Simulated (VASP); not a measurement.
```xyz
5
Lattice="4.0200 0.0000 0.0000 0.0000 4.0200 0.0000 0.0000 0.0000 4.0200" Properties=species:S:1:pos:R:3 pbc="T T T"
Na     0.0000     0.0000     0.0000
Mg     2.0100     2.0100     2.0100
F      2.0100     2.0100     0.0000
F      0.0000     2.0100     2.0100
F      2.0100     0.0000     2.0100
```

Level of theory: PBEsol GGA, VASP's PBE PAW potentials (set 64) (plane waves; VASP). Run with 400 eV cut-off, 8×8×8 Γ-centred mesh, Gaussian smearing of 0.010 eV, potentials Na_pv Mg F.

Q: Give the energies of bands 7 to 17 at the high-symmetry points, in eV from the valence-band maximum.

A: 
| band | Γ | X | M | R |
|---|---|---|---|---|
| 7 | -2.52 | -2.21 | -3.05 | -3.83 |
| 8 | -2.52 | -2.21 | -2.18 | -2.06 |
| 9 | -2.52 | -2.17 | -1.86 | -2.06 |
| 10 | -0.60 | -1.58 | -1.13 | -2.06 |
| 11 | -0.60 | -0.95 | -1.12 | -1.12 |
| 12 | -0.60 | -0.95 | -1.12 | -1.12 |
| 13 | -0.42 | -0.76 | -0.94 | -0.01 |
| 14 | -0.42 | -0.50 | -0.94 | -0.01 |
| 15 | -0.42 | -0.50 | -0.01 | -0.01 |
| 16 | 5.62 | 8.53 | 10.10 | 10.01 |
| 17 | 12.55 | 8.84 | 10.64 | 12.28 |

The gap is indirect, 5.62 eV, from the valence maximum at R-M at 0.11 to the conduction minimum at Γ.

The structure comes from a computed database's NaMgF3 entry (Pm-3m); how it stands against other phases isn't given here. The cell was not relaxed at this level.
